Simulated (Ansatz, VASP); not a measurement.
**NbCu: VASP beside Ansatz**

INCAR

```
PREC = Accurate
ENCUT = 520
EDIFF = 1E-7
ISMEAR = -1
SIGMA = 0.05
LREAL = F
LASPH = T
NELM = 100
ALGO = Fast
ISIF = 2
LWAVE = F
LCHARG = F
GGA = PE
NBANDS = 19
```

The input KPOINTS:

```
Automatic mesh
0
Gamma
  9 9 9
```

File POSCAR:

```
NbCu
1.0
    0.0000000000      2.6124621697      2.6124621697
    2.6124621697      0.0000000000      2.6124621697
    2.6124621697      2.6124621697      0.0000000000
Nb Cu
1 1
Direct
    0.0000000000      0.0000000000      0.0000000000
    0.5000000000      0.5000000000      0.5000000000
```

Contents of input.yaml:

```yaml
crystal:
  lattice:
    - [0.0, 2.6124621697, 2.6124621697]
    - [2.6124621697, 0.0, 2.6124621697]
    - [2.6124621697, 2.6124621697, 0.0]
  atoms:
    - { symbol: Nb, position: [0.0, 0.0, 0.0] }
    - { symbol: Cu, position: [0.5, 0.5, 0.5] }
hamiltonian:
  xc: pbe
  pseudopotentials: { kind: paw, azcp: { folder: soft_1 } }
kpoints:
  mp_grid: { grid: [9, 9, 9] }
scf:
  occupations: { method: fermi_dirac, width: 0.05 }
output:
  forces: true
  stress: true
  eigenvalues: true
  write_density: true
  write_potential: true
  elf: true
  volumetric_format: npy
```

The cell was built by a generator and needn't be a form met in nature.

Alike in both runs: task single point; functional PBE; k mesh 9 × 9 × 9; occupations fermi-dirac, width 0.05 eV; no spin polarisation.

|  | VASP | Ansatz |
| --- | --- | --- |
| version | VASP 6.6.1 | Ansatz 0.2.0 |
| potentials or method | VASP PAW PBE potentials, release 64 (Nb_sv, Cu) | Ansatz PAW soft_1 |
| plane-wave cutoff (eV) | 520 | 420 |
| valence electrons in the cell | 24 | 32 |

|  | VASP | Ansatz | Ansatz less VASP |
| --- | --- | --- | --- |
| gap on the k mesh at the Fermi level (eV) | none | none | - |
| pressure (GPa) | -7.3 | -7.4 | -0.02 |

A gap of «none» marks a metal or a gap that the smearing closes. The functional is the same, so the differences come from potentials, cutoffs and numerics. The two sets of potentials don't hold the same shells in valence.
